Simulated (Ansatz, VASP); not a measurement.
# AlNi in two plane-wave programs, part 2 of 2

One calculation is typed for both programs; each brings its own data sets. How far apart do they land? The cell is taken from a series of runs on this material, whose earlier steps may have relaxed, scaled, displaced or heated it; both programs get it as it stands.

VASP 6.6.1 and Ansatz 0.2.0.

So far: Set-up; VASP: zone-centre phonons, PBEsol.

## (3) Ansatz: zone-centre phonons, PBEsol

Level of this step: Ansatz beside VASP: Kohn-Sham DFT, plane waves, PBEsol (Ansatz).

Ansatz runs on its PAW soft_1 files.

The same cell, functional, mesh and smearing now go to Ansatz, which takes its cutoff from its data sets.

Input file input.yaml:

```yaml
crystal:
  lattice:
    - [2.8178724923, 0.0, 0.0]
    - [0.0, 2.8178724923, 0.0]
    - [0.0, 0.0, 2.9762086497]
  atoms:
    - { symbol: Al, position: [0.0, 0.0, 0.0] }
    - { symbol: Ni, position: [0.5, 0.5, 0.5] }
kpoints:
  mp_grid: { grid: [16, 16, 16] }
hamiltonian:
  xc: pbesol
  pseudopotentials: { kind: paw, azcp: { folder: soft_1 }, xc_functional: pbe }
scf:
  occupations: { method: methfessel_paxton, width: 0.2 }
output:
  eigenvalues: true
phonons:
  method: dfpt
```

Launch:

```bash
$ ansatz run input.yaml --threads 4 --pin off --max-ram 10240MiB --backend cpu --events-out ev --progress --plain --runs-dir out
```

Numbers of over 12 decimals in the logs are rounded to 6 here.

The log of the run:

```text
zone centre: on kpoints.mp_grid the ground state, and the responses unless they are solved on pairs of k-points, stand on 729 of the mesh's 4096 k-points, reduced under 8 symmetry operations, with k and −k counted as one. Each operation leaves every solved displacement unchanged or reverses it
Engine: ansatz 0.2.0, x86_64-unknown-linux-gnu
Pseudopotentials: kind: paw
Pseudopotential: Al, paw, valence charge 3, recommended cutoff 420 eV (normal), soft_1/Al.paw.azcp
Pseudopotential: Ni, paw, valence charge 18, recommended cutoff 420 eV (normal), soft_1/Ni.paw.azcp
Functional definition: PBEsol
  exchange = pbesol_x
  correlation = pbesol_c
Crystal: 2 atoms, lattice volume = 23.632 Å³
Basis set: ecut = 420 eV, 461 PW (Γ), exchange–correlation on 40×40×40 points (8 copies of the dense FFT grid, shifted against one another)
Bands: 15, of which v1, the nominal top of the filled ones, is band 11 counted from 1 (10 counted from 0)
Symmetry: 16 space group operations
k-points: 729 of 4096 (irreducible under 8 space group operations)
Non-local potential: Al, projectors of the file, l = 0: 2, l = 1: 2, l = 2: 1
Non-local potential: Ni, projectors of the file, l = 0: 3, l = 1: 2, l = 2: 3, l = 3: 1
PAW form: soft (Blöchl's): semilocal exchange-correlation on the pseudo side does not see the compensation charge
PAW frozen core: Al, regenerated for the run's functional, and the local potential with it (the file was generated under x = pbe(κ = 0.804, μ = 0.219515), c = pbe(β = 0.066725))
PAW frozen core: Ni, regenerated for the run's functional, and the local potential with it (the file was generated under x = pbe(κ = 0.804, μ = 0.219515), c = pbe(β = 0.066725))
PAW one-centre angular grid: Al, 110 points (default); XC on 64 Gauss nodes
PAW one-centre angular grid: Ni, 590 points (default); XC on 64 Gauss nodes
Initial density: superposition of atomic densities (chi_scale 0.1, normalization cell, long waves kept (reshape's long-wave potential 0.00 eV rms))
Initial wavefunctions: pseudopotential atomic-orbital guess
Functional: x = pbesol(κ = 0.804, μ = 0.123457), c = pbesol(β = 0.046)
SCF iter   1: F=—  HF=-6331.226134 eV  |F-HF|=—  |Δ(HF+E_count)|=         —  Δρ=7.85e-2  dr2=1.48e0  ethr=3.10e-3  ⟨swp⟩=4.1  Hψ=48466  notcnv=0
preconditioner: auto → none  [metal: Δε(μ)=0.023 eV  Ē_g=10.203 eV  σ=0.200 eV  W_gap=0.10  n_scr=6 (ndim 8)  ℏωp=27.5 eV  f_vac=0.000  D(μ)=0.69/eV (n_scr^D=6)  sad-step TF]
SCF iter   2: F=—  HF=-6331.073123 eV  |F-HF|=—  |Δ(HF+E_count)|=   1.53e-1  S|Δr|=    0.00e0  Δρ=5.83e-2  dr2=8.76e-1  ethr=3.10e-3  ⟨swp⟩=2.0  Hψ=19581  notcnv=0  defer=152
SCF iter   3: F=—  HF=-6330.881066 eV  |F-HF|=—  |Δ(HF+E_count)|=   1.92e-1  S|Δr|=    0.00e0  Δρ=2.25e-2  dr2=1.07e-1  ethr=3.10e-3  ⟨swp⟩=2.0  Hψ=13875  notcnv=0  defer=152
SCF iter   4: F=—  HF=-6330.862886 eV  |F-HF|=—  |Δ(HF+E_count)|=   1.82e-2  S|Δr|=    0.00e0  Δρ=5.34e-3  dr2=3.86e-3  ethr=5.11e-4  ⟨swp⟩=2.0  Hψ=18907  notcnv=0  defer=147
SCF iter   5: F=—  HF=-6330.862673 eV  |F-HF|=—  |Δ(HF+E_count)|=   2.13e-4  S|Δr|=    0.00e0  Δρ=4.64e-4  dr2=2.29e-5  ethr=1.84e-5  ⟨swp⟩=2.2  Hψ=14849  notcnv=0  defer=147
SCF iter   6: F=—  HF=-6330.862658 eV  |F-HF|=—  |Δ(HF+E_count)|=   1.55e-5  S|Δr|=    0.00e0  Δρ=9.24e-5  dr2=1.03e-6  ethr=1.09e-7  ⟨swp⟩=2.0  Hψ=18545  notcnv=0  defer=147
SCF iter   7: F=—  HF=-6330.862668 eV  |F-HF|=—  |Δ(HF+E_count)|=   9.78e-6  S|Δr|=    0.00e0  Δρ=1.33e-5  dr2=2.85e-8  ethr=4.89e-9  ⟨swp⟩=2.3  Hψ=15638  notcnv=0  defer=147
SCF iter   8: F=—  HF=-6330.862668 eV  |F-HF|=—  |Δ(HF+E_count)|=   4.78e-9  S|Δr|=    0.00e0  Δρ=1.58e-6  dr2=3.92e-10  ethr=1.36e-10  ⟨swp⟩=2.0  Hψ=14527  notcnv=0  defer=147
SCF iter   9: F=-6330.862668 eV  HF=-6330.862668 eV  |F-HF|=9.09e-13  |Δ(HF+E_count)|=  5.64e-11  S|Δr|=    0.00e0  Δρ=5.96e-8  dr2=8.26e-13  ethr=1.00e-12  ⟨swp⟩=4.9  Hψ=51630  notcnv=0
SCF 1 converged in 9 iterations: F = -6330.862668 eV  dr2 = 8.26e-13
  greatest PAW one-centre occupation: 1.001 electrons in one spin orbital (limit 2), on the Ni atom at site 1 (counted from 0), in its partial waves of l = 1
DFPT response loops at Γ: preconditioner auto → Kerker (q_TF=auto, 2.675 Å⁻¹) (partly filled bands, converged f_vac=0.000); β = 1.00, the filter's whole step (`scf.mixing.beta` (0.50) is not read by the response loops under this deck's `scf.mixing.preconditioner`; to damp them name `kerker` or `kerker_dos`, under which they read `scf.mixing.beta`, and type it under 1.00, their step now; both keys bind the ground state too); Broyden in place of MSR1
SCF converged after 9 iterations
Stability not checked: this state was not tested for a lower state beside it, because cold or Methfessel-Paxton smearing, or corrected tetrahedra, fill the levels in a way that the test cannot read (fill_not_monotonic; see scf.lower_state_search)
Free energy (F): -6330.862668 eV
Harris-Foulkes:  -6330.862668 eV  (|F-HF|=9.09e-13)
Internal energy: -6330.862144 eV  (E = F + TS)
E sigma→0 (E₀):  -6330.862537 eV
Entropy (-TS):   -0.000523 eV (-0.262 meV/atom)
Fermi energy:    13.934363 eV
--- Per-component energies (eV) ---
  E_band       = -336.269250
  E_kinetic    = 368.792544
  E_local      = -3733.627664  (includes V_loc(G=0)·N_el)
  E_nonlocal   = -105.522965
  E_hartree    = 1957.734371
  E_xc         = -151.609273
  E_vxc        = -177.388795  (∫ρ·V_xc dr)
  E_paw        = -2080.742221  (= ΣΔE_a)
  E_vpaw       = -603.992005  (= ΣTr[D̂ρ^β])
  E_aug_tail   = 0.000897  (compensation charges beyond the density's cutoff)
  E_ewald      = -2586.104260
  E_core_change = 0.216428  (= ΣΔE_core)
  E_smearing   = -0.000523  (= −TS)
  E_closure    = 0.000000  (closes the sum)
  Σ components = -6330.862668   (vs F -6330.862668, Δ=0.00e0)
--- Band table (eV; the first three rows and the last of 729) ---
  k-point 0: bands = [... 7 lower, 12.3427, 12.3427, 12.4939, 18.1960, 20.1265, 20.1265, 21.7457, 22.3080]
  k-point 1: bands = [... 7 lower, 12.3176, 12.3176, 12.4963, 17.5781, 20.2139, 20.2139, 22.3055, 22.3882]
  k-point 2: bands = [... 7 lower, 12.2478, 12.2478, 12.5034, 16.3896, 20.4706, 20.4706, 22.2983, 23.6237]
  k-point 728: bands = [... 7 lower, 12.8809, 13.0333, 15.8089, 15.9286, 15.9286, 17.7758, 18.2804, 18.2804]
--- Phonons (Γ-DFPT): 4 representative perturbations + reference, on 729 of 4096 k-points (Σ response iterations 12) ---
  k mesh reduced under 8 symmetry operations, with k and −k counted as one. Each operation leaves every solved displacement unchanged or reverses it
  ASR residual: 6.293e-5 → 0.000e0 eV/Å²; symmetrization residual: 1.269e-6 eV/Å²
  ASR residual per site (eV/Å²): 1.33e-5 6.29e-5
  Γ frequencies (cm⁻¹): 0.00 0.00 0.00 294.26 294.26 299.39
  non-analytic LO–TO correction: not included (Born effective charges unavailable; polar crystals: no LO–TO splitting at Γ)
```

## (4) Side by side

Known differences besides the potentials themselves: the data sets hold 21 valence electrons in Ansatz (on its PAW soft_1 files) and 13 in VASP; the cutoff is 420 eV in Ansatz and 600 eV in VASP; Ansatz makes its cores anew for this functional, VASP keeps those of its PBE data sets. Total energies have different zeros and are not compared.

Both answers:

```
                  quantity  Ansatz   VASP  difference
optical mode 1 to 2 (cm⁻¹)   294.3  295.4     -0.39 %
     optical mode 3 (cm⁻¹)   299.4  300.5     -0.38 %
```

Modes are paired by rising frequency, not by their patterns, so a pair may set unlike modes beside each other; they are those without the splitting of longitudinal modes.

## (5) Outcome

```yaml
r_m_s_difference_of_the_optical_zone_centre_modes_each_program_s_sorted_by_frequency_zone_centre_phonons_pbesol: 1.1 cm⁻¹
```

In words: The r.m.s. difference of the optical zone-centre modes, each program's sorted by frequency is 1.1 cm⁻¹ (zone-centre phonons, PBEsol). The data sets hold unlike numbers of valence electrons (21 in Ansatz and 13 in VASP), so part of the differences comes from the potentials. Such differences can come from data sets, numerical settings and the points named under the comparisons, not from the functional's error against experiment.

[Lines on the potential files, build, host, timing and source positions are cut from VASP's logs without a mark.]

[Logs are printed without paths, hosts, clocks, repeated set-up lines and the standing remarks that a program may print on its own settings, such as how far it seeks lower states.]

[Hosts, paths, dates, database ids (printed as entryN), source tags and the programs' standing remarks are cut or masked in the printed files.]
